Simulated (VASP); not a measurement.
Set up this calculation in VASP 6.6.1, as the native input.

```
Task                   : single point
Functional             : r2SCAN
Potentials or basis    : VASP PAW PBE potentials, release 64 (Tc_pv, Se)
Cutoff                 : 520 eV
k mesh                 : 6 × 6 × 6
Occupations            : gaussian, width 0.05 eV
Spin                   : collinear spin, ferromagnetic start
Starting moments       : [0.5, 0.0, 0.0] μB
Fixed moment           : 0 μB
Hubbard terms          : Tc d U = 2 eV
Further INCAR settings : ALGO = Normal; EDIFF = 1e-06
```

The structure of TcSe2 lies in POSCAR:

```
TcSe2
1.0
    1.9284189500      1.1133732000      5.8303367600
   -1.9284189500      1.1133732000      5.8303367600
    0.0000000000     -2.2267463900      5.8303367600
Tc Se
1 2
Direct
    0.0000000000      0.0000000000      0.0000000000
    0.2520000000      0.2520000000      0.2520000000
    0.7480000000      0.7480000000      0.7480000000
```

The cell was built by a generator and needn't be a form met in nature.

One way to write it, as run:

INCAR

```
SYSTEM = TcSe2
PREC = Accurate
ENCUT = 520
EDIFF = 1E-6
ISMEAR = 0
SIGMA = 0.05
LREAL = .FALSE.
LASPH = .TRUE.
NELM = 100
ALGO = Normal
ISIF = 2
LWAVE = .FALSE.
LCHARG = .FALSE.
ISPIN = 2
MAGMOM = 0.5 0 0
LORBIT = 11
NUPDOWN = 0
LMAXMIX = 4
LDAU = .TRUE.
LDAUTYPE = 2
LDAUL = 2 -1
LDAUU = 2 0
LDAUJ = 0 0
LDAUPRINT = 1
METAGGA = R2SCAN
LMIXTAU = .TRUE.
```

KPOINTS

```
regular mesh
0
G
  6 6 6
  0 0 0
```

Potentials or basis: VASP PAW PBE potentials, release 64 (Tc_pv, Se).

Command:

```sh
$ cat potpaw_PBE.64/Tc_pv/POTCAR potpaw_PBE.64/Se/POTCAR > POTCAR
$ mpirun -np 1 vasp_std > vasp.out
```

Results of the run:

The pressure is -12.3 GPa and the largest force is 1.124 eV/Å. The net moment is 0.00 μB per cell and the valence electrons inside the program's atomic spheres are Tc 11.50; Se 3.79.

Caveat: the PAW data sets were made with another functional, which shifts forces and pressure a little; the total moment is fixed, so each spin has its own Fermi level.

It took 11 min on 1 thread of Intel(R) Xeon(R) Platinum 8559C (Emerald Rapids), with other jobs on the host, peak memory 0.49 GiB.
